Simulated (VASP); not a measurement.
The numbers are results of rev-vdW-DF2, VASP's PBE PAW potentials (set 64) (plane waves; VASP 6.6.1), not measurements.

VASP input:

File POSCAR:
```
SrVO3
3.8374120
  0.9999998913   0.0000000000   0.0000000000
  0.0000000000   0.9999998913   0.0000000000
  0.0000000000   0.0000000000   0.9999998913
Sr V O
1 1 3
Direct
  0.0000000000   0.0000000000   0.0000000000
  0.5000000000   0.5000000000   0.5000000000
  0.5000000000   0.0000000000   0.5000000000
  0.0000000000   0.5000000000   0.5000000000
  0.5000000000   0.5000000000   0.0000000000
```

**INCAR**
```
LWAVE = .FALSE.
LASPH = .TRUE.
ICHARG = 11   ! fixed density
ENCUT = 520
LMAXMIX = 4
LREAL = .FALSE.
ISMEAR = 0   ! Gaussian
LUSE_VDW = .TRUE.
SYSTEM = SrVO3
ALGO = Normal
AGGAC = 0.0
ZAB_VDW = -1.8867
PREC = Accurate
NELM = 100
PARAM2 = 0.7114
PARAM1 = 0.1234568
LORBIT = 11   ! lm-projected
GGA = MK
LCHARG = .FALSE.
SIGMA = 0.05   ! width (eV)
EDIFF = 1E-7   ! SCF stop (eV)
```

### KPOINTS
```
k-points along high-symmetry lines
15
Line-mode
Reciprocal
  0.000000   0.000000   0.000000 ! GAMMA
  0.000000   0.500000   0.000000 ! X

  0.000000   0.500000   0.000000 ! X
  0.500000   0.500000   0.000000 ! M

  0.500000   0.500000   0.000000 ! M
  0.000000   0.000000   0.000000 ! GAMMA

  0.000000   0.000000   0.000000 ! GAMMA
  0.500000   0.500000   0.500000 ! R

  0.500000   0.500000   0.500000 ! R
  0.000000   0.500000   0.000000 ! X

  0.500000   0.500000   0.500000 ! R
  0.500000   0.500000   0.000000 ! M
```

POTCAR, in this order: Sr_sv V_sv O (PBE.64 set). Program: vasp_std. Read from the step before: CHGCAR.

The resulting files:

**OUTCAR**
```
 ion  position               nearest neighbor table
   1  0.000  0.000  0.000-   3 2.71   4 2.71   5 2.71   3 2.71   4 2.71   4 2.71   5 2.71   4 2.71
                             3 2.71   5 2.71   3 2.71   5 2.71   2 3.32   2 3.32   2 3.32   2 3.32
   2  0.500  0.500  0.500-   3 1.92   4 1.92   5 1.92   5 1.92   3 1.92   4 1.92   1 3.32   1 3.32
                             1 3.32   1 3.32   1 3.32   1 3.32   1 3.32   1 3.32
   3  0.500  0.000  0.500-   2 1.92   2 1.92   1 2.71   1 2.71   1 2.71   1 2.71
   4  0.000  0.500  0.500-   2 1.92   2 1.92   1 2.71   1 2.71   1 2.71   1 2.71
   5  0.500  0.500  0.000-   2 1.92   2 1.92   1 2.71   1 2.71   1 2.71   1 2.71
  LATTYP: Found a simple cubic cell.
 ALAT       =     3.8374115828
 Subroutine PRICEL returns:
 Original cell was already a primitive cell.
 Subroutine GETGRP returns: Found 48 space group operations
The static configuration has the point symmetry O_h .
The dynamic configuration has the point symmetry O_h .
 Subroutine INISYM returns: Found 48 space group operations
   k-points           NKPTS =     90   k-points in BZ     NKDIM =     90   number of bands    NBANDS=     24
   number of dos      NEDOS =    301   number of ions     NIONS =      5
   total plane-waves  NPLWV =  27000
   dimension x,y,z NGX =    30 NGY =   30 NGZ =   30
   dimension x,y,z NGXF=    60 NGYF=   60 NGZF=   60
   ions per type =               1   1   3
   PREC   = accura    normal or accurate (medium, high low for compatibility)
   ISTART =      0    job   : 0-new  1-cont  2-samecut
   ICHARG =     11    charge: 1-file 2-atom 10-const
   ISPIN  =      1    spin polarized calculation?
   LNONCOLLINEAR =      F non collinear calculations
   LSORBIT =      F    spin-orbit coupling
   INIWAV =      1    electr: 0-lowe 1-rand  2-diag
   ENCUT  =  520.0 eV  38.22 Ry    6.18 a.u.   7.14  7.14  7.14*2*pi/ulx,y,z
   NELM   =    100;   NELMIN=  2; NELMDL= -5     # of ELM steps
   EDIFF  = 0.1E-06   stopping-criterion for ELM
   LREAL  =      F    real-space projection
   NLSPLINE    = F    spline interpolate recip. space projectors
   LMAXMIX     =    4 max onsite mixed and CHGCAR
   VOSKOWN=      0    Vosko Wilk Nusair interpolation
   EDIFFG = 0.1E-05   stopping-criterion for IOM
   NSW    =      0    number of steps for IOM
   NBLOCK =      1;   KBLOCK =      1    inner block; outer block
   IBRION =     -1    ionic relax: 0-MD 1-quasi-New 2-CG
   NFREE  =      0    steps in history (QN), initial steepest desc. (CG)
   ISIF   =      2    stress and relaxation
   ISYM   =      2    0-nonsym 1-usesym 2-fastsym
   TEIN   =    0.0    initial temperature
   TEBEG  =    0.0;   TEEND  =   0.0 temperature during run
   SMASS  =  -3.00    Nose mass-parameter (am)
   PSTRESS=    0.0 pullay stress
   NELECT =      41.0000    total number of electrons
   EFERMI =   0.00;   METHOD = LEGACY
   ISMEAR =     0;   SIGMA  =   0.05  broadening in eV -4-tet -1-fermi 0-gaus
   IALGO  =     38    algorithm
   LDIAG  =      T    sub-space diagonalisation (order eigenvalues)
   IMIX   =      4    mixing-type and parameters
     AMIX     =   0.40;   BMIX     =  1.00
     AMIX_MAG =   1.60;   BMIX_MAG =  1.00
     AMIN     =   0.10
   GGA     = MK    functional components
   VOSKOWN =     0    Vosko Wilk Nusair interpolation
   LHFCALC =     F    Hartree Fock is set to
   LHFONE  =     F    Hartree Fock one center treatment
   AEXX    =    0.0000 exact exchange contribution
   LUSE_VDW   =     T    switch on vdW DFT
   IVDW    =     0    specifies the selected vdW correction
   LEPSILON=     F    determine dielectric tensor
   LRPA    =     F    only Hartree local field effects (RPA)
  energy-cutoff  :      520.00
  volume of cell :       56.51
      direct lattice vectors                 reciprocal lattice vectors
     3.837411583  0.000000000  0.000000000     0.260592323  0.000000000  0.000000000
     0.000000000  3.837411583  0.000000000     0.000000000  0.260592323  0.000000000
     0.000000000  0.000000000  3.837411583     0.000000000  0.000000000  0.260592323
 k-point     1 :   0.0000 0.0000 0.0000  plane waves:    1503
 k-point     2 :   0.0000 0.0357 0.0000  plane waves:    1515
 k-point     3 :   0.0000 0.0714 0.0000  plane waves:    1523
 k-point     4 :   0.0000 0.1071 0.0000  plane waves:    1515
...
```

File OSZICAR:
```
       N       E                     dE             d eps       ncg     rms          rms(c)
DAV:   1     0.418936131027E+03    0.41894E+03   -0.24699E+04  4328   0.180E+03
DAV:   2    -0.117979168171E+01   -0.42012E+03   -0.41533E+03  5048   0.481E+02
DAV:   3    -0.293740813734E+02   -0.28194E+02   -0.27264E+02  5264   0.120E+02
DAV:   4    -0.301903403703E+02   -0.81626E+00   -0.81609E+00  6512   0.188E+01
DAV:   5    -0.302045789955E+02   -0.14239E-01   -0.14238E-01  5344   0.195E+00
DAV:   6    -0.302050223577E+02   -0.44336E-03   -0.44336E-03  5960   0.261E-01
DAV:   7    -0.302050291453E+02   -0.67876E-05   -0.67869E-05  5632   0.295E-02
DAV:   8    -0.302050292401E+02   -0.94738E-07   -0.95134E-07  4760   0.356E-03
   1 F= -.30205029E+02 E0= -.30204056E+02  d E =-.194648E-02
```

**OUTCAR**
```
 val. band max:        5.4936334244   @ k =   0.0714   0.0714   0.0714

 cond. band min:       5.5180837166   @ k =   0.0000   0.1071   0.0000



 k-point     1 :       0.0000    0.0000    0.0000
  band No.  band energies     occupation
      1     -59.4728      2.00000
      2     -33.4353      2.00000
      3     -33.4353      2.00000
      4     -33.4353      2.00000
      5     -28.3200      2.00000
      6     -13.5009      2.00000
      7     -12.3001      2.00000
      8     -12.3001      2.00000
      9     -10.3331      2.00000
     10     -10.3331      2.00000
     11     -10.3331      2.00000
     12       0.9911      2.00000
     13       0.9911      2.00000
     14       0.9911      2.00000
     15       2.9105      2.00000
     16       2.9105      2.00000
     17       2.9105      2.00000
     18       3.7590      2.00000
     19       3.7590      2.00000
     20       3.7590      2.00000
     21       5.2129      2.00000
     22       5.2129      2.00000
     23       5.2129      2.00000
     24       7.4770      0.00000

 k-point     2 :       0.0000    0.0357    0.0000
  band No.  band energies     occupation
      1     -59.4728      2.00000
      2     -33.4358      2.00000
      3     -33.4353      2.00000
      4     -33.4353      2.00000
      5     -28.3196      2.00000
      6     -13.5011      2.00000
      7     -12.3035      2.00000
      8     -12.2995      2.00000
      9     -10.3323      2.00000
     10     -10.3323      2.00000
     11     -10.3228      2.00000
     12       0.9720      2.00000
     13       0.9902      2.00000
     14       0.9902      2.00000
     15       2.8882      2.00000
     16       2.8882      2.00000
     17       2.8974      2.00000
     18       3.7109      2.00000
     19       3.7441      2.00000
     20       3.7441      2.00000
     21       5.2144      2.00000
     22       5.2518      2.00000
     23       5.2518      2.00000
     24       7.4774      0.00000

...
```

The density is held fixed in this step, so its total energy and stress have no physical meaning.

The compound is SrVO3 in the cubic perovskite structure. It was relaxed first. The run is not spin-polarised, so no magnetic state was tried. The electron count is odd and the run is not spin-polarised, which forces a metal.
